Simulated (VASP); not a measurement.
OSZICAR of a VASP run on Ho (hcp):

OSZICAR:
```
       N       E                     dE             d eps       ncg     rms          rms(c)
DAV:   1     0.885087386825E+02    0.88509E+02   -0.82018E+03  1842   0.128E+03
DAV:   2    -0.387723568213E+01   -0.92386E+02   -0.90906E+02  2351   0.559E+02
DAV:   3    -0.881733810345E+01   -0.49401E+01   -0.47330E+01  2790   0.978E+01
DAV:   4    -0.904141303180E+01   -0.22407E+00   -0.21640E+00  2861   0.132E+01
DAV:   5    -0.904763031709E+01   -0.62173E-02   -0.61923E-02  2729   0.235E+00    0.236E+01
DAV:   6    -0.904380696316E+01    0.38234E-02   -0.32868E-02  2806   0.238E+00    0.141E+01
DAV:   7    -0.905355153575E+01   -0.97446E-02   -0.56644E-02  2676   0.324E+00    0.341E-01
DAV:   8    -0.905323955240E+01    0.31198E-03   -0.36851E-03  2424   0.670E-01    0.606E-02
DAV:   9    -0.905326746469E+01   -0.27912E-04   -0.25438E-04  2793   0.193E-01    0.359E-02
DAV:  10    -0.905326211455E+01    0.53501E-05   -0.36128E-05  2785   0.638E-02    0.526E-02
DAV:  11    -0.905326237605E+01   -0.26149E-06   -0.38827E-06  2228   0.187E-02
   1 F= -.90532624E+01 E0= -.90541667E+01  d E =-.905326E+01
       N       E                     dE             d eps       ncg     rms          rms(c)
DAV:   1    -0.905972261765E+01   -0.64605E-02   -0.22605E-01  2406   0.433E+00    0.315E-01
DAV:   2    -0.905693622002E+01    0.27864E-02   -0.64513E-03  2697   0.104E+00    0.198E-01
DAV:   3    -0.905547098032E+01    0.14652E-02   -0.18879E-03  2971   0.430E-01    0.931E-02
DAV:   4    -0.905548067967E+01   -0.96994E-05   -0.25662E-04  2592   0.130E-01    0.502E-02
DAV:   5    -0.905548148861E+01   -0.80894E-06   -0.10388E-05  2848   0.385E-02    0.101E-02
DAV:   6    -0.905548133255E+01    0.15607E-06   -0.24352E-07  1197   0.700E-03
   2 F= -.90554813E+01 E0= -.90567605E+01  d E =-.221896E-02
       N       E                     dE             d eps       ncg     rms          rms(c)
DAV:   1    -0.905940943732E+01   -0.39279E-02   -0.17491E-01  2383   0.381E+00    0.278E-01
DAV:   2    -0.905730533125E+01    0.21041E-02   -0.50919E-03  2677   0.931E-01    0.167E-01
DAV:   3    -0.905616565350E+01    0.11397E-02   -0.14949E-03  2993   0.385E-01    0.698E-02
DAV:   4    -0.905617459442E+01   -0.89409E-05   -0.19584E-04  2555   0.112E-01    0.413E-02
DAV:   5    -0.905617529935E+01   -0.70493E-06   -0.78127E-06  2576   0.346E-02
   3 F= -.90561753E+01 E0= -.90577388E+01  d E =-.291292E-02
       N       E                     dE             d eps       ncg     rms          rms(c)
DAV:   1    -0.905618440206E+01   -0.98076E-05   -0.54360E-04  2369   0.212E-01    0.156E-02
DAV:   2    -0.905617805738E+01    0.63447E-05   -0.17107E-05  2718   0.559E-02    0.926E-03
DAV:   3    -0.905617446786E+01    0.35895E-05   -0.43183E-06  2350   0.216E-02    0.370E-03
DAV:   4    -0.905617448252E+01   -0.14660E-07   -0.57794E-07  1007   0.999E-03
   4 F= -.90561745E+01 E0= -.90577514E+01  d E =-.291211E-02
       N       E                     dE             d eps       ncg     rms          rms(c)
DAV:   1    -0.905648973329E+01   -0.31527E-03   -0.58487E-03  2300   0.728E-01    0.109E-01
DAV:   2    -0.905629070528E+01    0.19903E-03   -0.54023E-04  2468   0.337E-01    0.470E-02
DAV:   3    -0.905619286986E+01    0.97835E-04   -0.20925E-04  2566   0.176E-01    0.176E-02
DAV:   4    -0.905619090354E+01    0.19663E-05   -0.15289E-05  2569   0.471E-02    0.130E-02
DAV:   5    -0.905618927869E+01    0.16249E-05   -0.12894E-06  1305   0.145E-02    0.134E-03
DAV:   6    -0.905618924352E+01    0.35168E-07   -0.16718E-07   922   0.859E-03
   5 F= -.90561892E+01 E0= -.90577799E+01  d E =-.147610E-04
```

Q: Which electronic solver shows in the log?

A: It is blocked Davidson (ALGO = Normal, or the opening steps of other solvers). The INCAR had ALGO = Normal.

Q: Can the final energy be trusted as converged?

A: The run converged. It stopped with EDIFF = 1E-6, NELM = 100, NSW = 60 and EDIFFG = -0.01 after 5 ionic steps (PW91 GGA, plane waves, VASP's PBE PAW potentials (set 64)). The 4f electrons are frozen in the core of the lanthanide potential, so 4f levels, which can set the real gap, and their magnetism are missing.

The compound is Ho in the hcp structure. This run relaxes it. Symmetry was kept, so distortions that lower it aren't found.
